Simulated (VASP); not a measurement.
Here is the system:

```
CELL_PARAMETERS angstrom
      1.95531    -3.38670     0.00000
      1.95531     3.38670     0.00000
      0.00000     0.00000     6.23899
ATOMIC_POSITIONS crystal
  Mg 0.00000 0.00000 0.00000
  I  0.33333 0.66667 0.26500
  I  0.66667 0.33333 0.73500
```

Level of theory: LDA (Ceperley-Alder, Perdew-Zunger), VASP's LDA PAW potentials (set 64) (plane waves; VASP). Settings: 500 eV cut-off, 7×7×4 Γ-centred mesh, Gaussian smearing of 0.050 eV, potentials Mg I.

Energy and stress use the plane-wave basis of the starting cell.

Q: The ions, cell shape and volume at an external pressure of 10.0 GPa are relaxed. Give the cell that the relaxation ends in.

A: 
```
CELL_PARAMETERS angstrom
      1.89697    -3.28565     0.00000
      1.89697     3.28565     0.00000
      0.00000     0.00000     6.09346
ATOMIC_POSITIONS crystal
  Mg 0.00000 0.00000 0.00000
  I  0.33333 0.66667 0.27141
  I  0.66667 0.33333 0.72859
```
Space group P-3m1 (164), at a tolerance of 0.03 Å.

Q: How do energy and volume change from the first to the last step?

A: The energy (σ→0) changes by +101.5 meV/atom and the volume by -8.1 %, in 5 ionic steps.

```
step  E(σ→0) (eV)  max force (eV/Å)  pressure (GPa)  volume (Å³)
----  -----------  ----------------  --------------  -----------
1         -8.9274             0.009            4.98        82.63
2         -8.3495             0.697           14.74        72.74
3         -8.6619             0.377            9.97        76.82
4         -8.6489             0.217            9.98        76.45
5         -8.6228             0.002           10.03        75.96
```

The compound is MgI2 in the 1T layered structure. This run relaxes it under an external pressure of 10 GPa. Symmetry was kept, so distortions that lower it aren't found.
